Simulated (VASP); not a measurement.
Method: PBEsol GGA, VASP's PBE PAW potentials (set 64) (plane waves; VASP).

The input files of a VASP run:

POSCAR:
```
PtAl2
1
   -0.0000000000     2.9471418606     2.9471418606
    2.9471418606    -0.0000000000     2.9471418606
    2.9471418606     2.9471418606    -0.0000000000
Al Pt
2 1
Direct
  0.2500000000   0.2500000000   0.2500000000
  0.7500000000   0.7500000000   0.7500000000
  0.0000000000   0.0000000000   0.0000000000
```

KPOINTS:
```
Automatic mesh
0
Gamma
8 8 8
0 0 0
```

**INCAR**
```
SIGMA = 0.1   ! width (eV)
EDIFFG = -0.02   ! ionic stop
ALGO = Normal
LREAL = .FALSE.
IBRION = 2   ! conjugate gradients
ISIF = 3   ! ions, shape and volume
ISMEAR = 1
LWAVE = .FALSE.
LMAXMIX = 6   ! l cut-off of mixed one-centre charges
PREC = Accurate
NSW = 60
LASPH = .TRUE.   ! aspherical one-centre terms
GGA = PS   ! PBEsol
SYSTEM = PtAl2
LCHARG = .FALSE.
EDIFF = 1E-6
NELM = 100   ! most electronic steps
ENCUT = 400
```

POTCAR, in this order: Al Pt (PBE.64 set). Program: vasp_std.

Output

OSZICAR:
```
       N       E                     dE             d eps       ncg     rms          rms(c)
DAV:   1     0.382717716519E+02    0.38272E+02   -0.57610E+03   736   0.903E+02
DAV:   2    -0.168540419368E+02   -0.55126E+02   -0.49676E+02   808   0.168E+02
DAV:   3    -0.183858388597E+02   -0.15318E+01   -0.14954E+01   896   0.273E+01
DAV:   4    -0.183997572289E+02   -0.13918E-01   -0.13893E-01   820   0.299E+00
DAV:   5    -0.183999634303E+02   -0.20620E-03   -0.20618E-03   880   0.394E-01    0.908E+00
DAV:   6    -0.178804370589E+02    0.51953E+00   -0.27248E+00   800   0.161E+01    0.227E+00
DAV:   7    -0.177869223081E+02    0.93515E-01   -0.21574E-01   776   0.473E+00    0.171E+00
DAV:   8    -0.177492545441E+02    0.37668E-01   -0.34802E-02   816   0.173E+00    0.266E-01
DAV:   9    -0.177489707342E+02    0.28381E-03   -0.21158E-03   836   0.445E-01    0.170E-01
DAV:  10    -0.177490154400E+02   -0.44706E-04   -0.24420E-04   820   0.141E-01    0.198E-02
DAV:  11    -0.177490107078E+02    0.47323E-05   -0.18603E-05   832   0.449E-02    0.887E-03
DAV:  12    -0.177490107668E+02   -0.59015E-07   -0.14676E-06   556   0.985E-03
   1 F= -.17749011E+02 E0= -.17749343E+02  d E =-.177490E+02
```

**OUTCAR**
```
------------------------ aborting loop because EDIFF is reached ----------------------------------------
  FORCE on cell =-STRESS in cart. coord.  units (eV):
  Direction    XX          YY          ZZ          XY          YZ          ZX
  --------------------------------------------------------------------------------------
  Total        0.0342707      0.0342707      0.0342707      0.0000000      0.0000000     -0.0000000
  in kB        1.0725074      1.0725074      1.0725074      0.0000000      0.0000000     -0.0000000
  external PRESSURE =       1.0725074 kB  Pullay stress =       0.0000000 kB
  volume of cell :       51.20
      direct lattice vectors                 reciprocal lattice vectors
     0.000000000  2.947141861  2.947141861    -0.169655898  0.169655898  0.169655898
     2.947141861  0.000000000  2.947141861     0.169655898 -0.169655898  0.169655898
     2.947141861  2.947141861  0.000000000     0.169655898  0.169655898 -0.169655898
 POSITION                                       TOTAL-FORCE (eV/Angst)
 -----------------------------------------------------------------------------------
      1.47357      1.47357      1.47357        -0.000000     -0.000000     -0.000000
      4.42071      4.42071      4.42071         0.000000      0.000000      0.000000
      0.00000      0.00000      0.00000         0.000000     -0.000000     -0.000000
 -----------------------------------------------------------------------------------
    total drift:                               -0.000000     -0.000000      0.000000
  FREE ENERGIE OF THE ION-ELECTRON SYSTEM (eV)
  ---------------------------------------------------
  free  energy   TOTEN  =       -17.7490107668 eV

  energy  without entropy=      -17.7500087274  energy(sigma->0) =      -17.74934342

 reached required accuracy - stopping structural energy minimisation
```
(Selected blocks of OUTCAR.)

The compound is PtAl2 in the fluorite structure. It was relaxed first. The start is the result of an earlier pass.
